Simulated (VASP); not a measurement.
Output of a VASP run:

File OSZICAR:
```
       N       E                     dE             d eps       ncg     rms          rms(c)
DAV:   1     0.114459047363E+03    0.11446E+03   -0.85535E+03   910   0.149E+03
DAV:   2     0.819202202332E+00   -0.11364E+03   -0.10958E+03   930   0.323E+02
DAV:   3    -0.773638031874E+01   -0.85556E+01   -0.84896E+01  1205   0.934E+01
DAV:   4    -0.795968888399E+01   -0.22331E+00   -0.22317E+00   995   0.167E+01
DAV:   5    -0.797039914450E+01   -0.10710E-01   -0.10710E-01  1374   0.337E+00    0.431E+00
DAV:   6    -0.772437744286E+01    0.24602E+00   -0.44360E-01  1353   0.122E+01    0.243E+00
DAV:   7    -0.770274706024E+01    0.21630E-01   -0.14013E-01  1281   0.354E+00    0.701E-01
DAV:   8    -0.770372295605E+01   -0.97590E-03   -0.13218E-02  1104   0.168E+00    0.199E-01
DAV:   9    -0.770439419669E+01   -0.67124E-03   -0.13278E-03  1120   0.471E-01    0.116E-01
DAV:  10    -0.770450795357E+01   -0.11376E-03   -0.17418E-04  1237   0.169E-01    0.804E-02
DAV:  11    -0.770454990401E+01   -0.41950E-04   -0.14414E-04   975   0.131E-01    0.614E-02
DAV:  12    -0.770455178471E+01   -0.18807E-05   -0.10440E-05   965   0.275E-02    0.174E-02
DAV:  13    -0.770455196224E+01   -0.17753E-06   -0.19386E-06  1066   0.938E-03
   1 F= -.83744270E+01 E0= -.83745168E+01  d E =-.837443E+01
```

### OUTCAR
```
------------------------ aborting loop because EDIFF is reached ----------------------------------------
  Edisp (eV):   -0.66988
  FORCE on cell =-STRESS in cart. coord.  units (eV):
  Direction    XX          YY          ZZ          XY          YZ          ZX
  --------------------------------------------------------------------------------------
  Total      -0.00717    -0.00717    -0.00717     0.00000     0.00000     0.00000
  in kB      -0.20121    -0.20121    -0.20121     0.00000     0.00000     0.00000
  external pressure =       -0.20 kB  Pullay stress =        0.00 kB
  volume of cell :       57.06
      direct lattice vectors                 reciprocal lattice vectors
     0.000000000  3.055685179  3.055685179    -0.163629422  0.163629422  0.163629422
     3.055685179  0.000000000  3.055685179     0.163629422 -0.163629422  0.163629422
     3.055685179  3.055685179  0.000000000     0.163629422  0.163629422 -0.163629422
  FREE ENERGIE OF THE ION-ELECTRON SYSTEM (eV)
  ---------------------------------------------------
  free  energy   TOTEN  =        -8.3744269755 eV

  energy  without entropy=       -8.3746964141  energy(sigma->0) =       -8.37451679

 reached required accuracy - stopping structural energy minimisation
```
(Selected blocks of OUTCAR.)

File POSCAR:
```
InAs
1
   -0.0000000000     3.0556851785     3.0556851785
    3.0556851785     0.0000000000     3.0556851785
    3.0556851785     3.0556851785    -0.0000000000
In As
1 1
Direct
  0.0000000000   0.0000000000   0.0000000000
  0.2500000000   0.2500000000   0.2500000000
```

Q: Reconstruct the remaining input files.

A: This is not unique; one that fits is the input of the run itself, PBE GGA with D4 dispersion, plane waves, VASP's PBE PAW potentials (set 64).

### INCAR
```
ALGO = Normal
EDIFF = 1E-6
EDIFFG = -0.01
ENCUT = 520
GGA = PE
IBRION = 2
ISIF = 3
ISMEAR = 1
IVDW = 13
LASPH = .TRUE.
LCHARG = .FALSE.
LMAXMIX = 4
LREAL = .FALSE.
LWAVE = .FALSE.
NELM = 100
NSW = 60
PREC = Accurate
SIGMA = 0.1
SYSTEM = InAs
```

KPOINTS:
```
Automatic mesh
0
Gamma
9 9 9
0 0 0
```

POTCAR, in this order: In_d As (PBE.64 set). Program: vasp_std.

The compound is InAs in the zinc blende structure. It was relaxed first. The start is the result of an earlier pass.
